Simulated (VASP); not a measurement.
A convergence study with VASP on HfRh (space group Pm-3m): one setting is varied, all else stays as given below, so the limit is that of these other settings. Each run relaxes cell and ions from the cell shown.

```yaml
crystal:
  lattice:
    - [3.27862, 0.00000, 0.00000]
    - [0.00000, 3.27862, 0.00000]
    - [0.00000, 0.00000, 3.27862]
  atoms:
    - { symbol: Hf, position: [0.00000, 0.00000, 0.00000] }
    - { symbol: Rh, position: [0.50000, 0.50000, 0.50000] }
```

The numbers are results of PBEsol GGA, VASP's PBE PAW potentials (set 64) (plane waves; VASP 6.6.1), not measurements. The tightest run used: 550 eV cut-off, 15×15×15 Γ-centred mesh, first-order Methfessel-Paxton smearing of 0.10 eV, potentials Hf_pv Rh_pv.

The settings run are 2×2×2 mesh; 3×3×3 mesh; 4×4×4 mesh; 5×5×5 mesh; 6×6×6 mesh; 7×7×7 mesh; 8×8×8 mesh; 10×10×10 mesh; 11×11×11 mesh; 12×12×12 mesh; 13×13×13 mesh; 14×14×14 mesh; 15×15×15 mesh. From which on does the relaxed volume stay within 0.1 Å³/atom of the tightest run?

From 4×4×4 mesh on: it is off by 0.083 there and by no more than 0.1 in any finer run, while 3×3×3 mesh is off by 0.254.
```json
[
 {"setting": "2×2×2 mesh", "relaxed volume (Å³/atom)": "16.385", "E (eV/atom)": "-9.6560", "irreducible k-points": "4", "difference judged (Å³/atom)": "0.409"},
 {"setting": "3×3×3 mesh", "relaxed volume (Å³/atom)": "16.541", "E (eV/atom)": "-10.1713", "irreducible k-points": "4", "difference judged (Å³/atom)": "0.254"},
 {"setting": "4×4×4 mesh", "relaxed volume (Å³/atom)": "16.878", "E (eV/atom)": "-10.1882", "irreducible k-points": "10", "difference judged (Å³/atom)": "0.083"},
 {"setting": "5×5×5 mesh", "relaxed volume (Å³/atom)": "16.775", "E (eV/atom)": "-10.1186", "irreducible k-points": "10", "difference judged (Å³/atom)": "0.020"},
 {"setting": "6×6×6 mesh", "relaxed volume (Å³/atom)": "16.844", "E (eV/atom)": "-10.1814", "irreducible k-points": "20", "difference judged (Å³/atom)": "0.049"},
 {"setting": "7×7×7 mesh", "relaxed volume (Å³/atom)": "16.793", "E (eV/atom)": "-10.1376", "irreducible k-points": "20", "difference judged (Å³/atom)": "0.002"},
 {"setting": "8×8×8 mesh", "relaxed volume (Å³/atom)": "16.780", "E (eV/atom)": "-10.1792", "irreducible k-points": "35", "difference judged (Å³/atom)": "0.014"},
 {"setting": "10×10×10 mesh", "relaxed volume (Å³/atom)": "16.770", "E (eV/atom)": "-10.1649", "irreducible k-points": "56", "difference judged (Å³/atom)": "0.025"},
 {"setting": "11×11×11 mesh", "relaxed volume (Å³/atom)": "16.818", "E (eV/atom)": "-10.1643", "irreducible k-points": "56", "difference judged (Å³/atom)": "0.023"},
 {"setting": "12×12×12 mesh", "relaxed volume (Å³/atom)": "16.768", "E (eV/atom)": "-10.1601", "irreducible k-points": "84", "difference judged (Å³/atom)": "0.026"},
 {"setting": "13×13×13 mesh", "relaxed volume (Å³/atom)": "16.781", "E (eV/atom)": "-10.1672", "irreducible k-points": "84", "difference judged (Å³/atom)": "0.014"},
 {"setting": "14×14×14 mesh", "relaxed volume (Å³/atom)": "16.798", "E (eV/atom)": "-10.1615", "irreducible k-points": "120", "difference judged (Å³/atom)": "0.003"},
 {"setting": "15×15×15 mesh", "relaxed volume (Å³/atom)": "16.795", "E (eV/atom)": "-10.1673", "irreducible k-points": "120", "difference judged (Å³/atom)": "0.000"}
]
```

Left out are rungs that failed or repeat a setting and relaxations that didn't move; long series are thinned to 24 rows.

The structure comes from a computed database's HfRh entry (Pm-3m); how it stands against other phases isn't given here. The electron count is odd and the run is not spin-polarised, which forces a metal.
